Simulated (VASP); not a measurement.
Input for VASP

**INCAR**
```
ALGO=Normal
EDIFF=1E-6
EDIFFG=-0.01
ENCUT=400
IBRION=2
ISIF=3
ISMEAR=1
LASPH=.TRUE.
LCHARG=.FALSE.
LMAXMIX=6
LREAL=.FALSE.
LWAVE=.FALSE.
NELM=100
NSW=60
PREC=Accurate
SIGMA=0.1
SYSTEM=Au
```

KPOINTS:
```
Automatic
0
gamma
  14 14 14
0 0 0
```

**POSCAR**
```
Au
1.0
 -1.6079733279   1.6079733279   1.6079733279
  1.6079733279  -1.6079733279   1.6079733279
  1.6079733279   1.6079733279  -1.6079733279
Au
1
Cartesian
  0.0000000000   0.0000000000   0.0000000000
```

POTCAR, in this order: Au (LDA.64 set). Program: vasp_std.

Question: Translate this LDA calculation to Quantum ESPRESSO's pw.x.

Answer: One equivalent input (not run):
```
&CONTROL
  calculation = 'vc-relax'
  pseudo_dir = './pseudo'
  outdir = './out'
  tprnfor = .true.
  tstress = .true.
  nstep = 60
  forc_conv_thr = 0.00039
/
&SYSTEM
  ibrav = 0
  nat = 1
  ntyp = 1
  ecutwfc = 76
  occupations = 'smearing'
  smearing = 'methfessel-paxton'
  degauss = 0.00735
  input_dft = 'pz'
/
&ELECTRONS
  conv_thr = 7.3e-08
  electron_maxstep = 100
/
&IONS
/
&CELL
/
ATOMIC_SPECIES
  Au 196.967 Au.upf
CELL_PARAMETERS angstrom
    -1.6079733    1.6079733    1.6079733
     1.6079733   -1.6079733    1.6079733
     1.6079733    1.6079733   -1.6079733
ATOMIC_POSITIONS crystal
  Au   0.0000000  0.0000000  0.0000000
K_POINTS automatic
  14 14 14 0 0 0
```
The two are equivalent in intent, not identical: the potentials are each code's own (VASP's PAW set, PseudoDojo norm-conserving files in pw.x), so ENCUT and ecutwfc are chosen apart and not converted; conv_thr bounds pw.x's estimated SCF error, while EDIFF bounds the energy change between steps; forc_conv_thr acts on force components and is met together with etot_conv_thr.

The structure comes from a computed database's Au entry (Im-3m); how it stands against other phases isn't given here. This run relaxes it. Symmetry was kept, so distortions that lower it aren't found. The start is the result of an earlier pass.
